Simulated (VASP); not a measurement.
Here is a VASP 6.6.1 calculation.

File POSCAR:

```
ZnGaP
1.0
    4.0159400000      0.0000000000      0.0000000000
   -2.0079700000      3.4779100000      0.0000000000
    0.0000000000      0.0000000000      4.4042000000
Zn Ga P
1 1 1
Direct
    0.0000000000      0.0000000000      0.5000000000
    0.6666700000      0.3333300000      0.0000000000
    0.3333300000      0.6666700000      0.5000000000
```

File INCAR.step1:

```
ALGO     = Normal         # electronic algorithm
EDIFF    = 1E-5           # SCF threshold, eV
ENCUT    = 520            # plane-wave cutoff, eV
GGA      = PE             # functional
ISIF     = 2              # what is computed and relaxed
ISMEAR   = -1             # smearing method
LASPH    = T              # aspherical terms in the spheres
LCHARG   = F              # write CHGCAR
LREAL    = F              # projectors in reciprocal space
LWAVE    = T              # write WAVECAR
NELM     = 60             # most SCF steps
PREC     = Accurate       # precision mode
SIGMA    = 0.05           # smearing width, eV
```

File INCAR.step2:

```
AEXX     = 0.25           # exact-exchange fraction
ALGO     = Normal         # electronic algorithm
EDIFF    = 1E-6           # SCF threshold, eV
ENCUT    = 520            # plane-wave cutoff, eV
GGA      = PE             # functional
HFSCREEN = 0.3            # screening, 1/A
ISIF     = 2              # what is computed and relaxed
ISMEAR   = -1             # smearing method
ISTART   = 1            
LASPH    = T              # aspherical terms in the spheres
LCHARG   = F              # write CHGCAR
LHFCALC  = T              # exact exchange
LREAL    = F              # projectors in reciprocal space
LWAVE    = F              # write WAVECAR
NELM     = 60             # most SCF steps
PREC     = Accurate       # precision mode
PRECFOCK = Fast         
SIGMA    = 0.05           # smearing width, eV
```

Contents of KPOINTS:

```
k-points
0
Gamma
  4 4 3
```

Potentials or basis: VASP PAW PBE potentials, release 64 (Zn, Ga_d, P).

The run is started by

```bash
$ cat potpaw_PBE.64/Zn/POTCAR potpaw_PBE.64/Ga_d/POTCAR potpaw_PBE.64/P/POTCAR > POTCAR
$ cp INCAR.step1 INCAR
$ mpirun -np 1 vasp_std > vasp.out
$ cp INCAR.step2 INCAR
$ mpirun -np 1 vasp_std > vasp.out
```

Task: Predict the pressure.

Result: 1.1 GPa.

Task: What does it give for the band gap on the k mesh?

Result: 0.13 eV, indirect (least direct gap 2.06 eV).

Stress tensor (GPa, compression positive):
```
 1.40 -0.01  0.00
-0.01  1.38  0.00
 0.00  0.00  0.59
```

Caveat: the k mesh is coarse (spacing up to 0.48 Å⁻¹), so the values aren't converged, least of all with exact exchange; the PAW data sets were made with another functional, which shifts forces and pressure a little; an odd mesh through Γ misses points on the zone boundary, where band edges often lie.
